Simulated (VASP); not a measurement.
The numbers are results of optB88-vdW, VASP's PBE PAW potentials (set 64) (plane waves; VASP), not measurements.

The input files of a VASP run:

KPOINTS:
```
Automatic mesh
0
Gamma
15 15 11
0 0 0
```

INCAR:
```
SYSTEM = FePt
PREC = Accurate
ENCUT = 520
EDIFF = 1E-7
NELM = 100
ALGO = Normal
LREAL = .FALSE.
LASPH = .TRUE.
ISMEAR = -5
GGA = BO
PARAM1 = 0.1833333333
PARAM2 = 0.22
LUSE_VDW = .TRUE.
AGGAC = 0.0
LMAXMIX = 6
ISPIN = 2
MAGMOM = 2.9 0.3
LORBIT = 11
LWAVE = .FALSE.
LCHARG = .TRUE.
NEDOS = 601
ISIF = 2
```

POSCAR:
```
FePt
1
    2.7269627012    -0.0000000000     0.0000000000
    0.0000000000     2.7269627012     0.0000000000
   -0.0000000000    -0.0000000000     3.7613177564
Fe Pt
1 1
Direct
  0.0000000000   0.0000000000   1.0000000000
  0.5000000000   0.5000000000   0.5000000000
```

POTCAR, in this order: Fe Pt (PBE.64 set). Program: vasp_std.

What VASP printed:

**OSZICAR**
```
       N       E                     dE             d eps       ncg     rms          rms(c)
DAV:   1     0.989264495375E+02    0.98926E+02   -0.87966E+03 13336   0.133E+03
DAV:   2    -0.734819415562E+01   -0.10627E+03   -0.95023E+02 13394   0.256E+02
DAV:   3    -0.107362276458E+02   -0.33880E+01   -0.32914E+01 15991   0.554E+01
DAV:   4    -0.107715398828E+02   -0.35312E-01   -0.35299E-01 14956   0.483E+00
DAV:   5    -0.107724578397E+02   -0.91796E-03   -0.91901E-03 16995   0.889E-01    0.155E+01
DAV:   6    -0.117746040656E+02   -0.10021E+01   -0.12070E+01 13943   0.775E+01    0.222E+01
DAV:   7    -0.969361485659E+01    0.20810E+01   -0.82411E+00 16474   0.749E+01    0.827E+00
DAV:   8    -0.964926608652E+01    0.44349E-01   -0.37684E-01 15382   0.941E+00    0.402E+00
DAV:   9    -0.957571100884E+01    0.73555E-01   -0.12849E-01 19028   0.757E+00    0.153E+00
DAV:  10    -0.956977814391E+01    0.59329E-02   -0.25079E-02 19916   0.283E+00    0.593E-01
DAV:  11    -0.956934373934E+01    0.43440E-03   -0.15493E-03 18313   0.686E-01    0.229E-01
DAV:  12    -0.956920553670E+01    0.13820E-03   -0.21550E-04 16926   0.204E-01    0.614E-02
DAV:  13    -0.956922591000E+01   -0.20373E-04   -0.29748E-05 16865   0.102E-01    0.355E-02
DAV:  14    -0.956922877899E+01   -0.28690E-05   -0.52770E-06 17911   0.502E-02    0.124E-02
DAV:  15    -0.956923110901E+01   -0.23300E-05   -0.24685E-06 17414   0.354E-02    0.307E-03
DAV:  16    -0.956923065559E+01    0.45342E-06   -0.21848E-07  9717   0.670E-03    0.184E-03
DAV:  17    -0.956923004166E+01    0.61394E-06   -0.59649E-08  7537   0.279E-03    0.129E-03
DAV:  18    -0.956923034914E+01   -0.30748E-06   -0.14661E-08  7026   0.292E-03    0.316E-04
DAV:  19    -0.956923038774E+01   -0.38598E-07   -0.30211E-09  6914   0.691E-04
   1 F= -.95692304E+01 E0= -.95692304E+01  d E =0.000000E+00  mag=     3.2010
```

OUTCAR:
```
------------------------ aborting loop because EDIFF is reached ----------------------------------------
  FORCE on cell =-STRESS in cart. coord.  units (eV):
  Direction    XX          YY          ZZ          XY          YZ          ZX
  --------------------------------------------------------------------------------------
  Total       -0.0166736     -0.0166736     -0.0365413      0.0000000      0.0000000     -0.0000000
  in kB       -0.9550811     -0.9550811     -2.0931284      0.0000000      0.0000000     -0.0000000
  external PRESSURE =      -1.3344302 kB  Pullay stress =       0.0000000 kB
  volume of cell :       27.97
      direct lattice vectors                 reciprocal lattice vectors
     2.726962701  0.000000000  0.000000000     0.366708353  0.000000000  0.000000000
     0.000000000  2.726962701  0.000000000     0.000000000  0.366708353  0.000000000
     0.000000000  0.000000000  3.761317756     0.000000000  0.000000000  0.265864270
 POSITION                                       TOTAL-FORCE (eV/Angst)
 -----------------------------------------------------------------------------------
      0.00000      0.00000      0.00000         0.000000      0.000000      0.000000
      1.36348      1.36348      1.88066         0.000000      0.000000      0.000000
 -----------------------------------------------------------------------------------
    total drift:                               -0.000000      0.000000      0.000000
  FREE ENERGIE OF THE ION-ELECTRON SYSTEM (eV)
  ---------------------------------------------------
  free  energy   TOTEN  =        -9.5692303877 eV

  energy  without entropy=       -9.5692303877  energy(sigma->0) =       -9.56923039

 total charge

# of ion       s       p       d       tot
------------------------------------------
    1        0.402   0.429   6.163   6.995
    2        0.708   0.632   8.076   9.416
--------------------------------------------------
tot          1.111   1.062  14.239  16.411

 magnetization (x)

# of ion       s       p       d       tot
------------------------------------------
    1        0.002  -0.007   2.865   2.860
    2       -0.025  -0.065   0.406   0.316
--------------------------------------------------
tot         -0.023  -0.072   3.272   3.177
```
(Selected blocks of OUTCAR.)

For a metal the tetrahedron method with Blöchl corrections gives inexact stress and forces.

The compound is FePt in the L1_0 structure. It was relaxed first.
